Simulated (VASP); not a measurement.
These are PBEsol GGA, VASP's PBE PAW potentials (set 64) (plane waves; VASP) values and carry that method's errors.

Input for VASP

KPOINTS:
```
k-points along high-symmetry lines
15
Line-mode
Reciprocal
  0.000000   0.000000   0.000000 ! GAMMA
  0.000000   0.500000   0.000000 ! X

  0.000000   0.500000   0.000000 ! X
  0.500000   0.500000   0.000000 ! M

  0.500000   0.500000   0.000000 ! M
  0.000000   0.000000   0.000000 ! GAMMA

  0.000000   0.000000   0.000000 ! GAMMA
  0.500000   0.500000   0.500000 ! R

  0.500000   0.500000   0.500000 ! R
  0.000000   0.500000   0.000000 ! X

  0.500000   0.500000   0.500000 ! R
  0.500000   0.500000   0.000000 ! M
```

**POSCAR**
```
CuZn
1
    2.9124381893     0.0000000000     0.0000000000
    0.0000000000     2.9124381893     0.0000000000
    0.0000000000     0.0000000000     2.9124381893
Zn Cu
1 1
Direct
  0.5000000000   0.5000000000   0.5000000000
  0.0000000000   0.0000000000   0.0000000000
```

INCAR:
```
# general
SYSTEM =CuZn
PREC   =Accurate
ENCUT  =520   # plane-wave cut-off (eV)
LREAL  =F   # projection in real space or not
LASPH  =T
ICHARG =11   # fixed density

# electronic loop
EDIFF  =1E-7   # SCF stop (eV)
NELM   =100   # most electronic steps
ALGO   =Normal   # blocked Davidson
LMAXMIX=4   # l cut-off of mixed one-centre charges

# smearing
ISMEAR =0
SIGMA  =0.05   # width (eV)

# functional
GGA    =PS   # PBEsol

# output
LWAVE  =F
LCHARG =F
LORBIT =11   # lm-projected
```

POTCAR, in this order: Zn Cu (PBE.64 set). Program: vasp_std. Read from the step before: CHGCAR.

The resulting files:

File OSZICAR:
```
       N       E                     dE             d eps       ncg     rms          rms(c)
DAV:   1     0.110466187212E+03    0.11047E+03   -0.11776E+04  2788   0.262E+03
DAV:   2    -0.197776034894E+01   -0.11244E+03   -0.10876E+03  2700   0.328E+02
DAV:   3    -0.517499705276E+01   -0.31972E+01   -0.31918E+01  3379   0.728E+01
DAV:   4    -0.519677939484E+01   -0.21782E-01   -0.21781E-01  3282   0.527E+00
DAV:   5    -0.519707151052E+01   -0.29212E-03   -0.29211E-03  3549   0.627E-01
DAV:   6    -0.519708079089E+01   -0.92804E-05   -0.92801E-05  3378   0.940E-02
DAV:   7    -0.519708119746E+01   -0.40657E-06   -0.40626E-06  3603   0.204E-02
DAV:   8    -0.519708121194E+01   -0.14487E-07   -0.15126E-07  2883   0.345E-03
   1 F= -.51970812E+01 E0= -.51963670E+01  d E =-.142845E-02
```

**OUTCAR**
```
 val. band max:        7.5304415557   @ k =   0.0000   0.2143   0.0000

 cond. band min:       7.5810559287   @ k =   0.5000   0.5000   0.0000



 k-point     1 :       0.0000    0.0000    0.0000
  band No.  band energies     occupation
      1      -4.9428      2.00000
      2      -2.2514      2.00000
      3      -2.2514      2.00000
      4      -1.4957      2.00000
      5      -1.4957      2.00000
      6      -1.4957      2.00000
      7       2.0162      2.00000
      8       2.0162      2.00000
      9       2.8955      2.00000
     10       2.8955      2.00000
     11       2.8955      2.00000
     12      11.9976      0.00000
     13      11.9976      0.00000
     14      11.9976      0.00000
     15      17.1588      0.00000

 k-point     2 :       0.0000    0.0357    0.0000
  band No.  band energies     occupation
      1      -4.9191      2.00000
      2      -2.2484      2.00000
      3      -2.2461      2.00000
      4      -1.4978      2.00000
      5      -1.4978      2.00000
      6      -1.4945      2.00000
      7       2.0145      2.00000
      8       2.0185      2.00000
      9       2.8869      2.00000
     10       2.8869      2.00000
     11       2.8944      2.00000
     12      11.7452      0.00000
     13      12.0343      0.00000
     14      12.0343      0.00000
     15      17.1711      0.00000

 k-point     3 :       0.0000    0.0714    0.0000
  band No.  band energies     occupation
      1      -4.8481      2.00000
      2      -2.2394      2.00000
      3      -2.2302      2.00000
      4      -1.5043      2.00000
      5      -1.5043      2.00000
      6      -1.4911      2.00000
      7       2.0095      2.00000
      8       2.0251      2.00000
      9       2.8619      2.00000
     10       2.8619      2.00000
     11       2.8914      2.00000
     12      11.1068      0.00000
     13      12.1436      0.00000
     14      12.1436      0.00000
     15      17.2079      0.00000

...
```

The density is held fixed in this step, so its total energy and stress have no physical meaning.

The compound is CuZn in the CsCl type structure. It was relaxed first. The electron count is odd and the run is not spin-polarised, which forces a metal.
